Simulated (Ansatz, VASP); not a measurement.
# Cross-check of NaF (Villiaumite) between VASP and Ansatz

One calculation is typed for both programs; each brings its own data sets. How far apart do they land? The cell is taken from a series of runs on this material, whose earlier steps may have relaxed, scaled, displaced or heated it; both programs get it as it stands.

Main program and level: Ansatz 0.2.0; plane waves, with VASP 6.6.1 beside it; relaxation of cell and atoms at PBE with D3(BJ).

## (1) Set-up

The structure is cubic, space group Fm-3m (No. 225). The conventional cell has a = 4.629 Å, b = 4.629 Å, c = 4.629 Å, α = 90.00°, β = 90.00°, γ = 90.00°. Nearest to Na lie 6 F at 2.31 Å. Nearest to F lie 6 Na at 2.31 Å. Farther neighbours and most contacts between anions are not listed.

Coordinates:

```cif
data_structure
_symmetry_space_group_name_H-M 'P 1'
_symmetry_Int_Tables_number 1
_cell_length_a 3.2733
_cell_length_b 3.2733
_cell_length_c 3.2733
_cell_angle_alpha 60.000
_cell_angle_beta 60.000
_cell_angle_gamma 60.000
_cell_volume 24.80
loop_
_atom_site_label
_atom_site_type_symbol
_atom_site_fract_x
_atom_site_fract_y
_atom_site_fract_z
_atom_site_occupancy
Na1 Na 0.00000 0.00000 0.00000 1
F2 F 0.50000 0.50000 0.50000 1
```

## (2) VASP: relaxation of cell and atoms, PBE with D3(BJ)

The relaxed volume is the usual yardstick between codes: in a stiff, nearly cubic crystal its relative difference is about their pressure difference at one cell divided by the bulk modulus.

Lines of VASP's logs that name or quote its potential files are left out, and so is its time.

The input, INCAR:

```
SYSTEM = NaF
PREC = Accurate
ENCUT = 600
EDIFF = 1E-07
NELM = 120
ISMEAR = 0
SIGMA = 0.01
LREAL = .FALSE.
ALGO = Normal
GGA = PE
IVDW = 12
NBANDS = 13
LORBIT = 11
LWAVE = .FALSE.
LCHARG = .FALSE.
ISIF = 3
IBRION = 2
NSW = 80
EDIFFG = -0.005
LASPH = .TRUE.
GGA_COMPAT = .FALSE.
NELMIN = 4
EFERMI = MIDGAP
```

The input, POSCAR:

```
NaF
1.0
    0.0000000000      2.3145910000      2.3145910000
    2.3145910000      0.0000000000      2.3145910000
    2.3145910000      2.3145910000      0.0000000000
Na F
1 1
Direct
    0.0000000000      0.0000000000      0.0000000000
    0.5000000000      0.5000000000      0.5000000000
```

The input, KPOINTS:

```
Automatic mesh
0
Gamma
8 8 8
0 0 0
```

The projector-augmented-wave data sets are Na_pv and F (PBE family, release 64).

Command:

```console
$ mpirun -np 1 vasp_std
```

Numbers of over 12 decimals in the logs are rounded to 6 here.

Output:

```text
[banner, memory and clock lines left out]
running    1 mpi-ranks, on    1 nodes
 distrk:  each k-point on    1 cores,    1 groups
 distr:  one band on    1 cores,    1 groups

 POSCAR found type information on POSCAR NaF
 POSCAR found :  2 types and       2 ions
 LDA part: xc-table for (Slater+PW92), standard interpolation
 POSCAR, INCAR and KPOINTS ok, starting setup
 FFT: planning ... GRIDC
 FFT: planning ... GRID_SOFT
 FFT: planning ... GRID
 WAVECAR not read
 entering main loop
       N       E                     dE             d eps       ncg     rms          rms(c)
DAV:   1     0.119284656424E+03    0.11928E+03   -0.85316E+03   774   0.144E+03
DAV:   2    -0.312351915259E+01   -0.12241E+03   -0.11277E+03   812   0.384E+02
DAV:   3    -0.940112426511E+01   -0.62776E+01   -0.62620E+01   939   0.797E+01
DAV:   4    -0.945538586910E+01   -0.54262E-01   -0.54259E-01   814   0.786E+00
DAV:   5    -0.945595702719E+01   -0.57116E-03   -0.57116E-03   934   0.817E-01    0.542E+00
DAV:   6    -0.857111256015E+01    0.88484E+00   -0.32600E+00   897   0.160E+01    0.183E+00
DAV:   7    -0.856036090538E+01    0.10752E-01   -0.28614E-02   774   0.219E+00    0.106E+00
DAV:   8    -0.856159480991E+01   -0.12339E-02   -0.29442E-02   769   0.366E+00    0.143E-01
DAV:   9    -0.856231428428E+01   -0.71947E-03   -0.41448E-03   889   0.629E-01    0.116E-01
DAV:  10    -0.856221800750E+01    0.96277E-04   -0.70607E-04   779   0.323E-01    0.142E-02
DAV:  11    -0.856221601400E+01    0.19935E-05   -0.23829E-05   849   0.749E-02    0.262E-03
DAV:  12    -0.856221631213E+01   -0.29814E-06   -0.14101E-06   809   0.153E-02    0.214E-03
DAV:  13    -0.856221604887E+01    0.26326E-06   -0.36679E-07   784   0.579E-03    0.631E-04
DAV:  14    -0.856221599226E+01    0.56618E-07   -0.31022E-08   497   0.274E-03
   1 F= -.89105503E+01 E0= -.89105503E+01  d E =-.891055E+01
 curvature:   0.00 expect dE= 0.000E+00 dE for cont linesearch  0.000E+00
 trial: gam= 0.00000 g(F)=  0.349E-59 g(S)=  0.925E-04 ort = 0.000E+00 (trialstep = 0.100E+01)
 search vector abs. value=  0.925E-04
 bond charge predicted
       N       E                     dE             d eps       ncg     rms          rms(c)
DAV:   1    -0.856222006128E+01   -0.40124E-05   -0.15301E-02   919   0.189E+00    0.233E-01
DAV:   2    -0.856142903880E+01    0.79102E-03   -0.27935E-03   939   0.537E-01    0.633E-02
DAV:   3    -0.856137255319E+01    0.56486E-04   -0.12872E-04   864   0.235E-01    0.322E-02
DAV:   4    -0.856135215207E+01    0.20401E-04   -0.16487E-05   918   0.140E-01    0.581E-03
DAV:   5    -0.856135177621E+01    0.37586E-06   -0.27799E-06   883   0.247E-02    0.141E-03
DAV:   6    -0.856135167395E+01    0.10226E-06   -0.41010E-07   699   0.111E-02    0.630E-04
DAV:   7    -0.856135166479E+01    0.91602E-08   -0.18563E-08   402   0.183E-03
   2 F= -.89106178E+01 E0= -.89106178E+01  d E =-.674681E-04
 trial-energy change:   -0.000067  1 .order   -0.000066   -0.000093   -0.000039
 step:   1.5368(harm=  1.7136)  dis= 0.00000  next Energy=    -8.910628 (dE=-0.781E-04)
 bond charge predicted
       N       E                     dE             d eps       ncg     rms          rms(c)
DAV:   1    -0.856111538961E+01    0.23628E-03   -0.44266E-03   924   0.102E+00    0.125E-01
DAV:   2    -0.856088780078E+01    0.22759E-03   -0.80783E-04   924   0.288E-01    0.340E-02
DAV:   3    -0.856087048884E+01    0.17312E-04   -0.35651E-05   874   0.126E-01    0.173E-02
DAV:   4    -0.856086501797E+01    0.54709E-05   -0.46879E-06   895   0.749E-02    0.304E-03
DAV:   5    -0.856086507813E+01   -0.60163E-07   -0.78356E-07   835   0.131E-02
   3 F= -.89106328E+01 E0= -.89106328E+01  d E =-.825117E-04
 curvature:  -0.80 expect dE=-0.930E-06 dE for cont linesearch -0.930E-06
 trial: gam= 0.00000 g(F)=  0.469E-59 g(S)=  0.116E-05 ort =-0.103E-04 (trialstep = 0.111E+01)
 search vector abs. value=  0.116E-05
 reached required accuracy - stopping structural energy minimisation
```

OUTCAR, selected parts (step 2):

```text
ion  position               nearest neighbor table
   1  0.000  0.000  0.000-   2 2.31   2 2.31   2 2.31   2 2.31   2 2.31   2 2.31
   2  0.500  0.500  0.500-   1 2.31   1 2.31   1 2.31   1 2.31   1 2.31   1 2.31

  LATTYP: Found a face centered cubic cell.
 ALAT       =     4.6291820000

 Subroutine GETGRP returns: Found 48 space group operations
 (whereof 48 operations were pure point group operations)

The static configuration has the point symmetry O_h .

 Found     29 irreducible k-points:

   k-points           NKPTS =     29   k-points in BZ     NKDIM =     29   number of bands    NBANDS=     13

   dimension x,y,z NGX =    28 NGY =   28 NGZ =   28
   dimension x,y,z NGXF=    56 NGYF=   56 NGZF=   56

   ENCUT  =  600.0 eV  44.10 Ry    6.64 a.u.   6.54  6.54  6.54*2*pi/ulx,y,z

   NELECT =      14.0000    total number of electrons

 k-points in reciprocal lattice and weights: Automatic mesh
   0.00000000  0.00000000  0.00000000       0.002
   0.12500000  0.00000000  0.00000000       0.016
   0.25000000  0.00000000  0.00000000       0.016
   0.37500000  0.00000000  0.00000000       0.016
   0.50000000  0.00000000  0.00000000       0.008
   0.12500000  0.12500000  0.00000000       0.012
   0.25000000  0.12500000  0.00000000       0.047
   0.37500000  0.12500000  0.00000000       0.047
   0.50000000  0.12500000  0.00000000       0.047
[...]
-0.37500000  0.50000000  0.12500000       0.023
  -0.25000000  0.50000000  0.25000000       0.012

 Edisp (eV)   -0.34927

 average (electrostatic) potential at core
       1 -46.8327       2 -77.4008

 E-fermi :   1.1143

 k-point     1 :       0.0000    0.0000    0.0000
  band No.  band energies     occupation
    ...
      3     -20.9795      2.00000
      4     -20.9795      2.00000
      5      -2.0561      2.00000
      6      -2.0561      2.00000
      7      -2.0561      2.00000
      8       4.2846      0.00000
      9      16.9737      0.00000
     10      16.9737      0.00000
     11      16.9737      0.00000
     12      19.8555      0.00000
    ...

 k-point     2 :       0.1250    0.0000    0.0000
  band No.  band energies     occupation
    ...
      3     -20.9813      2.00000
      4     -20.7639      2.00000
      5      -2.3536      2.00000
      6      -2.0945      2.00000
      7      -2.0945      2.00000
      8       4.8336      0.00000
      9      15.2391      0.00000
     10      17.2149      0.00000
     11      17.2149      0.00000
     12      21.4652      0.00000
    ...

 k-point     3 :       0.2500    0.0000    0.0000
  band No.  band energies     occupation
    ...
      3     -20.9857      2.00000
      4     -20.4863      2.00000
      5      -2.9598      2.00000
      6      -2.1862      2.00000
      7      -2.1862      2.00000
      8       6.1581      0.00000
      9      13.1472      0.00000
     10      17.7485      0.00000
     11      17.7485      0.00000
     12      20.8031      0.00000
    ...

 Edisp (eV)   -0.34977

  Total       0.00400     0.00400     0.00400    -0.00000    -0.00000     0.00000
  in kB       0.25932     0.25932     0.25932    -0.00000    -0.00000     0.00000
  external pressure =        0.26 kB  Pullay stress =        0.00 kB

  energy-cutoff  :      600.00
  volume of cell :       24.70
      direct lattice vectors                 reciprocal lattice vectors
     0.000000000  2.311522762  2.311522762    -0.216307625  0.216307625  0.216307625
     2.311522762  0.000000000  2.311522762     0.216307625 -0.216307625  0.216307625
     2.311522762  2.311522762 -0.000000000     0.216307625  0.216307625 -0.216307625

 POSITION                                       TOTAL-FORCE (eV/Angst)
 -----------------------------------------------------------------------------------
      0.00000      0.00000      0.00000         0.000000      0.000000     -0.000000
      2.31152      2.31152      2.31152         0.000000     -0.000000      0.000000
 -----------------------------------------------------------------------------------
    total drift:                                0.000000      0.000000      0.000000

  FREE ENERGIE OF THE ION-ELECTRON SYSTEM (eV)
  ---------------------------------------------------
  free  energy   TOTEN  =        -8.9106328242 eV

  energy  without entropy=       -8.9106328242  energy(sigma->0) =       -8.91063282

 reached required accuracy - stopping structural energy minimisation

 total charge
# of ion       s       p       d       tot
------------------------------------------
    1        0.051   5.996   0.000   6.046
    2        1.724   4.386   0.000   6.110
--------------------------------------------------
tot          1.775  10.381   0.000  12.156

[... 3 further parts left out ...]
```

The gap is read on the k-mesh alone, so it is an upper bound where the band edges lie off the mesh. The run keeps the 48 symmetry operations of its start, so it cannot find a distortion of lower symmetry.

## (3) Ansatz: relaxation of cell and atoms, PBE with D3(BJ)

Ansatz runs on its default PAW (the set named soft_2) files.

The same cell, functional and mesh now go to Ansatz, which takes its cutoff from its data sets.

The input, input.yaml:

```yaml
crystal:
  lattice:
    - [0.0, 2.3145907804, 2.3145907804]
    - [2.3145907804, 0.0, 2.3145907804]
    - [2.3145907804, 2.3145907804, 0.0]
  atoms:
    - { symbol: Na, position: [0.0, 0.0, 0.0] }
    - { symbol: F, position: [0.5, 0.5, 0.5] }
kpoints:
  mp_grid: { grid: [8, 8, 8] }
hamiltonian:
  xc: pbe
  dispersion: d3bj
scf:
  occupations: { method: fixed }
output:
  forces: true
  stress: true
  eigenvalues: true
relax:
  adjacent_minimum: "off"
  f_tol: 0.001
  max_steps: 60
  cell: { stress_tol: 0.01 }
```

Command:

```console
$ ansatz run input.yaml --threads 4 --pin off --max-ram 16384MiB --backend cpu --events-out ev --progress --plain --runs-dir out
```

Output:

```text
Engine: ansatz 0.2.0, x86_64-unknown-linux-gnu
Pseudopotentials: kind: paw
Pseudopotential: Na, paw, valence charge 9, recommended cutoff 420 eV (normal), Na.paw.azcp
Pseudopotential: F, paw, valence charge 7, recommended cutoff 420 eV (normal), F.paw.azcp
Functional definition: PBE
  parameter kappa = 0.804
  parameter beta = 0.066725
  exchange = pbe_x(kappa = kappa, mu = beta*pi^2/3)
  correlation = pbe_c(beta = beta)
Crystal: 2 atoms, lattice volume = 24.800 Å³
Basis set: ecut = 420 eV, 531 PW (Γ), exchange–correlation on 48×48×48 points (8 copies of the dense FFT grid, shifted against one another)
Bands: 12, of which v1, the nominal top of the filled ones, is band 8 counted from 1 (7 counted from 0)
Symmetry: 48 space group operations
Space group: Fm-3m (ITA 225), of the structure as read, at distance tolerance 2.9e-5 Å
k-points: 29 of 512
Non-local potential: Na, projectors of the file, l = 0: 3, l = 1: 2, l = 2: 1
Non-local potential: F, projectors of the file, l = 0: 2, l = 1: 2, l = 2: 1
PAW form: soft (Blöchl's): semilocal exchange-correlation on the pseudo side does not see the compensation charge
PAW one-centre angular grid: Na, 110 points (default); XC on 64 Gauss nodes
PAW one-centre angular grid: F, 110 points (default); XC on 64 Gauss nodes
Initial density: superposition of atomic densities (neutral atoms: chi_scale 0, normalization atom), corrected by the library's trained network
Initial wavefunctions: pseudopotential atomic-orbital guess
Functional: x = pbe(κ = 0.804, μ = 0.219515), c = pbe(β = 0.066725)
SCF iter   1: F=—  HF=-2297.771914 eV  |F-HF|=—  |Δ(HF+E_count)|=         —  Δρ=7.52e-4  dr2=9.05e-5  ethr=1.77e-3  ⟨swp⟩=4.7  Hψ=1706  notcnv=0  defer=53
preconditioner: auto → none  [insulator: Δε(μ)=6.328 eV  Ē_g=26.438 eV  n_scr=8 (ndim 8)  ℏωp=27.9 eV  f_vac=0.108  ε∞_Penn≈2.1]
SCF iter   2: F=—  HF=-2297.771579 eV  |F-HF|=—  |Δ(HF+E_count)|=   3.35e-4  Δρ=1.02e-3  dr2=1.45e-4  ethr=5.66e-7  ⟨swp⟩=2.4  Hψ=895  notcnv=0  defer=56
SCF iter   3: F=—  HF=-2297.771552 eV  |F-HF|=—  |Δ(HF+E_count)|=   2.68e-5  Δρ=3.40e-4  dr2=1.35e-5  ethr=5.66e-7  ⟨swp⟩=2.0  Hψ=440  notcnv=0  defer=56
SCF iter   4: F=—  HF=-2297.771567 eV  |F-HF|=—  |Δ(HF+E_count)|=   1.48e-5  Δρ=4.17e-5  dr2=1.45e-7  ethr=8.41e-8  ⟨swp⟩=2.2  Hψ=470  notcnv=0  defer=56
SCF iter   5: F=—  HF=-2297.771568 eV  |F-HF|=—  |Δ(HF+E_count)|=   1.29e-6  Δρ=4.22e-5  dr2=3.00e-7  ethr=9.08e-10  ⟨swp⟩=2.1  Hψ=554  notcnv=0  defer=56
SCF iter   6: F=-2297.771568 eV  HF=-2297.771568 eV  |F-HF|=3.23e-8  |Δ(HF+E_count)|=   8.01e-8  Δρ=1.45e-5  dr2=3.58e-8  ethr=6.25e-10  ⟨swp⟩=5.6  Hψ=1676  notcnv=0
SCF 1 converged in 6 iterations: F = -2297.771568 eV  dr2 = 3.58e-8
  greatest PAW one-centre occupation: 0.999 electrons in one spin orbital (limit 2), on the Na atom at site 0 (counted from 0), in its partial waves of l = 0
relax step   1: F+E_penalty+E_count = -2297.77156785 eV  Δ(F+E_penalty+E_count) = +0.000e0 eV  max|allowed force component| = 1.604e-29 eV/Å  Δτ_max = 0.0000 Å  P = -0.019 GPa  Ω = 24.800 Å³  (6 SCF iters, dr2 threshold 1.00e-7 eV, accepted)
[...]
relax step   2: F+E_penalty+E_count = -2297.77157785 eV  Δ(F+E_penalty+E_count) = -1.000e-5 eV  max|allowed force component| = 1.170e-29 eV/Å  Δτ_max = 0.0000 Å  P = -0.011 GPa  Ω = 24.797 Å³  energy of the carried Pulay correction = +9.675e-6 eV  (6 SCF iters, dr2 threshold 9.32e-10 eV, accepted)
[...]
relax step   3: F+E_penalty+E_count = -2297.77159002 eV  Δ(F+E_penalty+E_count) = -1.217e-5 eV  max|allowed force component| = 1.381e-29 eV/Å  Δτ_max = 0.0000 Å  P = -0.001 GPa  Ω = 24.792 Å³  energy of the carried Pulay correction = +2.170e-5 eV  (7 SCF iters, dr2 threshold 2.86e-10 eV, accepted)
[...]
relax step   4: F+E_penalty+E_count = -2297.77159002 eV  Δ(F+E_penalty+E_count) = -3.001e-11 eV  max|allowed force component| = 9.631e-30 eV/Å  Δτ_max = 0.0000 Å  P = -0.003 GPa  Ω = 24.792 Å³  stress off target by 2.78e-3 GPa  SCF on the basis re-selected at this cell (its energy is not comparable with the rows above)  (10 SCF iters)
basis re-selected at this cell: Δ(F+E_penalty+E_count) = -3.001e-11 eV, ΔP = -0.002 GPa vs the last step (what re-selecting the basis moved, of the pressure what is left beyond the Pulay correction that the steps carried, after the strain that the cell walked since its last selection, with what the two solves' SCF thresholds leave and, on support functions, any second-order correction that the steps lacked; it is no  [...]
SCF converged after 10 iterations
Free energy (F): -2297.771590 eV
Harris-Foulkes:  -2297.771590 eV  (|F-HF|=4.55e-13)
Internal energy: -2297.771590 eV  (E = F + TS)
E sigma→0 (E₀):  -2297.771590 eV
Fermi energy:    1.045491 eV
--- Per-component energies (eV) ---
  E_band       = -233.005243
  E_kinetic    = 329.302902
  E_local      = -1690.659602  (includes V_loc(G=0)·N_el)
  E_nonlocal   = 188.721695
  E_hartree    = 599.766276
  E_xc         = -120.221207
  E_vxc        = -154.213774  (∫ρ·V_xc dr)
  E_paw        = -463.648578  (= ΣΔE_a)
  E_vpaw       = -105.691027  (= ΣTr[D̂ρ^β])
  E_aug_tail   = 0.002009  (compensation charges beyond the density's cutoff)
  E_ewald      = -1140.686547
  E_disp       = -0.348538  (pairwise vdW)
  E_smearing   = -0.000000  (= −TS)
  E_closure    = -0.000000  (closes the sum)
  Σ components = -2297.771590   (vs F -2297.771590, Δ=0.00e0)
--- Forces (eV/Å), atoms counted from 1 ---
  atom   1  Na    -0.00000000    -0.00000000    -0.00000000
  atom   2  F      0.00000000    -0.00000000    -0.00000000
  max |Σ_I F_I| component: 1.86e-29 eV/Å
--- Stress (GPa, compression-positive) ---
       -0.002785      -0.000000      -0.000000
       -0.000000      -0.002785      -0.000000
       -0.000000      -0.000000      -0.002785
  P = ⅓ Tr σ = -0.0028 GPa (-0.028 kbar)
--- Band table (eV; the first three rows and the last of 29) ---
  k-point 0: bands = [... 4 lower, -17.8889, 1.0455, 1.0455, 1.0455, 7.3799, 20.0585, 20.0585, 20.0585]
  k-point 1: bands = [... 4 lower, -17.6663, 0.7510, 1.0078, 1.0078, 7.9260, 18.3240, 20.2972, 20.2972]
  k-point 2: bands = [... 4 lower, -17.3899, 0.1505, 0.9175, 0.9175, 9.2453, 16.2320, 20.8233, 20.8233]
  k-point 28: bands = [... 4 lower, -17.4251, 0.1718, 0.1718, 0.4739, 14.2955, 14.2955, 16.3067, 17.9628]
--- Relaxed structure (3 steps of the walk, 3 accepted, 1 SCFs on fresh bases) ---
  F+E_penalty+E_count = -2297.77159002 eV   max|allowed force component| = 9.631e-30 eV/Å   (the final SCF, on the basis selected at the relaxed cell)
  cell:  # Å, volume = 24.7925 Å³
    - [0, 2.314355, 2.314355]
    - [2.314355, 0, 2.314355]
    - [2.314355, 2.314355, 0]
  atoms:
    - { symbol: Na, position: [0, 0, 0] }
    - { symbol: F, position: [0.5, 0.5, 0.5] }
```

## (4) Comparison

Known differences besides the potentials themselves: fixed occupations in Ansatz, narrow Gaussian smearing in VASP; the data sets hold 16 valence electrons in Ansatz (on its default PAW (the set named soft_2) files) and 14 in VASP; the cutoff is 420 eV in Ansatz and 600 eV in VASP; Ansatz adds a Pulay correction to the stress that steers its cell, VASP none. Total energies have different zeros and are not compared.

The two programs side by side:

| quantity | Ansatz | VASP | difference |
| --- | --- | --- | --- |
| volume (Å³) | 24.79 | 24.70 | +0.37 % |
| edge a after relaxation, in the typed setting (Å) | 3.273 | 3.269 | +0.12 % |

## (5) Outcome

```yaml
difference_in_volume_relaxation_of_cell_and_atoms_pbe_with_d3_bj: 0.37 %
```

**Reading.** The difference in volume is 0.37 % (relaxation of cell and atoms, PBE with D3(BJ)), within the 1.2 % picked in this series as the mark of a large difference, as far as the stopping tolerances let one tell. The data sets hold unlike numbers of valence electrons (16 in Ansatz and 14 in VASP), so part of the differences comes from the potentials. Such differences can come from data sets, numerical settings and the points named under the comparisons, not from the functional's error against experiment.

[Lines on the potential files, build, host, timing and source positions are cut from VASP's logs without a mark.]

[Logs are printed without paths, hosts, clocks, repeated set-up lines and the standing remarks that a program may print on its own settings, such as how far it seeks lower states.]

[Hosts, paths, dates, database ids (printed as entryN), source tags and the programs' standing remarks are cut or masked in the printed files.]
